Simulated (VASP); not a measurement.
Calculation: revPBE GGA, VASP's PBE PAW potentials (set 64) (plane waves; VASP).

VASP input:

POSCAR:
```
Mo
1
   -1.5877781978     1.5877781978     1.5877781978
    1.5877781978    -1.5877781978     1.5877781978
    1.5877781978     1.5877781978    -1.5877781978
Mo
1
Direct
  0.0000000000   0.0000000000   0.0000000000
```

**INCAR**
```
SYSTEM = Mo
PREC = Accurate
ENCUT = 520
EDIFF = 1E-7
NELM = 100
ALGO = Normal
LREAL = .FALSE.
LASPH = .TRUE.
ISMEAR = 1
SIGMA = 0.1
GGA = RE
LMAXMIX = 4
LWAVE = .FALSE.
LCHARG = .FALSE.
ISIF = 2
```

**KPOINTS**
```
Regular mesh
0
G
 16 16 16
0 0 0
```

POTCAR, in this order: Mo_sv (PBE.64 set). Program: vasp_std.

The resulting files:

OUTCAR:
```
 ion  position               nearest neighbor table
   1  0.000  0.000  0.000-
  LATTYP: Found a body centered cubic cell.
 ALAT       =     3.1755563956
 Subroutine PRICEL returns:
 Original cell was already a primitive cell.
 Subroutine GETGRP returns: Found 48 space group operations
The static configuration has the point symmetry O_h .
The dynamic configuration has the point symmetry O_h .
 Subroutine INISYM returns: Found 48 space group operations
 Subroutine IBZKPT returns following result:
 Found    145 irreducible k-points:

 Following reciprocal coordinates:
            Coordinates               Weight
  0.000000  0.000000  0.000000      1.000000
  0.062500  0.000000  0.000000     12.000000
  0.125000  0.000000  0.000000     12.000000
  0.187500  0.000000  0.000000     12.000000
  0.250000  0.000000  0.000000     12.000000
  0.312500  0.000000  0.000000     12.000000
  0.375000  0.000000  0.000000     12.000000
  0.437500  0.000000  0.000000     12.000000
  0.500000  0.000000  0.000000      6.000000
  0.062500  0.062500  0.000000     24.000000
...
```

OSZICAR:
```
       N       E                     dE             d eps       ncg     rms          rms(c)
DAV:   1     0.909532724679E+02    0.90953E+02   -0.83445E+03  3222   0.131E+03
DAV:   2    -0.973929199607E+01   -0.10069E+03   -0.97271E+02  3490   0.340E+02
DAV:   3    -0.111310407480E+02   -0.13917E+01   -0.13792E+01  3613   0.398E+01
DAV:   4    -0.111351389394E+02   -0.40982E-02   -0.40977E-02  3534   0.247E+00
DAV:   5    -0.111351603264E+02   -0.21387E-04   -0.21387E-04  3709   0.178E-01    0.136E+01
DAV:   6    -0.105624218337E+02    0.57274E+00   -0.10482E+00  3439   0.124E+01    0.357E+00
DAV:   7    -0.104902544781E+02    0.72167E-01   -0.20722E-01  3719   0.517E+00    0.981E-01
DAV:   8    -0.104877003938E+02    0.25541E-02   -0.43310E-03  3313   0.971E-01    0.172E-01
DAV:   9    -0.104877971522E+02   -0.96758E-04   -0.17720E-04  3719   0.185E-01    0.687E-02
DAV:  10    -0.104878083312E+02   -0.11179E-04   -0.17190E-05  3409   0.559E-02    0.608E-03
DAV:  11    -0.104878084525E+02   -0.12132E-06   -0.26975E-07  3772   0.560E-03    0.125E-03
DAV:  12    -0.104878082254E+02    0.22715E-06   -0.13437E-08  1925   0.154E-03    0.192E-04
DAV:  13    -0.104878082494E+02   -0.24003E-07   -0.50737E-10  1775   0.313E-04
   1 F= -.10487808E+02 E0= -.10488015E+02  d E =0.619607E-03
```

OUTCAR:
```
------------------------ aborting loop because EDIFF is reached ----------------------------------------
  FORCE on cell =-STRESS in cart. coord.  units (eV):
  Direction    XX          YY          ZZ          XY          YZ          ZX
  --------------------------------------------------------------------------------------
  Total       -0.0831139     -0.0831139     -0.0831139      0.0000000     -0.0000000      0.0000000
  in kB       -8.3167729     -8.3167729     -8.3167729      0.0000000     -0.0000000      0.0000000
  external PRESSURE =      -8.3167729 kB  Pullay stress =       0.0000000 kB
  volume of cell :       16.01
      direct lattice vectors                 reciprocal lattice vectors
    -1.587778198  1.587778198  1.587778198     0.000000000  0.314905445  0.314905445
     1.587778198 -1.587778198  1.587778198     0.314905445  0.000000000  0.314905445
     1.587778198  1.587778198 -1.587778198     0.314905445  0.314905445  0.000000000
 POSITION                                       TOTAL-FORCE (eV/Angst)
 -----------------------------------------------------------------------------------
      0.00000      0.00000      0.00000        -0.000000      0.000000     -0.000000
 -----------------------------------------------------------------------------------
    total drift:                                0.000000     -0.000000      0.000000
  FREE ENERGIE OF THE ION-ELECTRON SYSTEM (eV)
  ---------------------------------------------------
  free  energy   TOTEN  =       -10.4878082494 eV

  energy  without entropy=      -10.4884278563  energy(sigma->0) =      -10.48801479
```
(Selected blocks of OUTCAR.)

The compound is Mo in the bcc structure. It was relaxed first.
